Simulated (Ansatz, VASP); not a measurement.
## CaPtS3 in VASP and in Ansatz

The input INCAR:

```
SYSTEM = CaPtS3
PREC = Accurate ; ENCUT = 520
EDIFF = 1E-6 ; ISMEAR = 0
SIGMA = 0.1 ; LREAL = .False.
LASPH = .True. ; NELM = 60
ALGO = Normal ; ISIF = 2
LWAVE = .False. ; LCHARG = .True.
GGA = PE ; LELF = .True.
LVHAR = .True. ; NBANDS = 27
```

File KPOINTS:

```
Automatic mesh
0
Gamma
  4 4 4
  0 0 0
```

POSCAR

```
CaPtS3
1.0
    4.6841072600      0.0000000000      0.0000000000
    0.0000000000      4.6841072600      0.0000000000
    0.0000000000      0.0000000000      4.6841072600
Ca Pt S
1 1 3
Direct
    0.5000000000      0.5000000000      0.5000000000
    0.0000000000      0.0000000000      0.0000000000
    0.5000000000      0.0000000000      0.0000000000
    0.0000000000      0.5000000000      0.0000000000
    0.0000000000      0.0000000000      0.5000000000
```

Input for Ansatz:

```yaml
crystal:
  lattice:
    - [4.68410726, 0.0, 0.0]
    - [0.0, 4.68410726, 0.0]
    - [0.0, 0.0, 4.68410726]
  atoms:
    - { symbol: Ca, position: [0.5, 0.5, 0.5] }
    - { symbol: Pt, position: [0.0, 0.0, 0.0] }
    - { symbol: S, position: [0.5, 0.0, 0.0] }
    - { symbol: S, position: [0.0, 0.5, 0.0] }
    - { symbol: S, position: [0.0, 0.0, 0.5] }
basis:
  ecutwfc: 420
kpoints:
  mp_grid: { grid: [4, 4, 4] }
hamiltonian:
  xc: pbe
scf:
  occupations: { method: gaussian, width: 0.1 }
  lower_state_search: "off"
output:
  forces: true
  stress: true
  eigenvalues: true
```

Alike in both runs: task single point; functional PBE; k mesh 4 × 4 × 4; occupations gaussian, width 0.1 eV; no spin polarisation.

```csv
,VASP,Ansatz
version,VASP 6.6.1,Ansatz 0.2.0
potentials or method,"VASP PAW PBE potentials, release 64 (Ca_sv, Pt, S)","scalar-relativistic, plane waves, PAW"
plane-wave cutoff (eV),520,420
valence electrons in the cell,38,46
```

```csv
,VASP,Ansatz,Ansatz less VASP
gap on the k mesh at the Fermi level (eV),none,none,-
pressure (GPa),4.9,5.0,+0.11
```

A gap of «none» marks a metal or a gap that the smearing closes. With one functional, cell and mesh, what is left measures potentials, basis and numerics. The two sets of potentials don't hold the same shells in valence.

Spin-orbit coupling is left out, which matters for the levels of Pt.
